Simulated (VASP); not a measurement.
Runs of VASP 6.6.1 on Be. It takes space group P6_3/mmc (No. 194, hexagonal). The conventional cell has a = 2.262 Å, b = 2.262 Å, c = 3.571 Å, α = 90.00°, β = 90.00°, γ = 120.00°. Be (site symmetry -6m2) has 12 Be at 2.21 to 2.26 Å as nearest neighbours. 

```tsv
task	level	cell	k mesh	cutoff (eV)	grid for exact exchange (PRECFOCK)	screening parameter	exchange at q = 0	gap on the mesh (eV)	pressure (GPa)
single point	PBE	P6_3/mmc, 7.91 Å³/atom	22 × 22 × 12	300	-	-	-	none	0.1
single point	PBE	P6_3/mmc, 7.91 Å³/atom	22 × 22 × 12	600	-	-	-	none	0.1
single point	HSE06	P6_3/mmc, 7.91 Å³/atom	12 × 12 × 7	450	Fast	0.2 1/A	-	none	-0.8
relaxation of cell and atoms	PBE	relaxed	22 × 22 × 12	600	-	-	-	none	0.0
single point	PBE0	P6_3/mmc, 7.91 Å³/atom	12 × 12 × 7	450	Fast	-	truncated	none	(a)
```

Alike in all rows: potentials or basis VASP PAW PBE potentials, release 64 (Be); no spin polarisation; smearing methfessel-paxton 0.1 eV.

Estimate the missing entries.

(a) -0.9.

Caveats: the PAW data sets were made with another functional, which shifts forces and pressure a little (some runs); the cutoff is under 1.25 times the usual one of these potentials, so pressure, stress and relaxed cells hold a basis-set (Pulay) error (some runs).

A gap of «none» marks a metal or a gap under the smearing width.
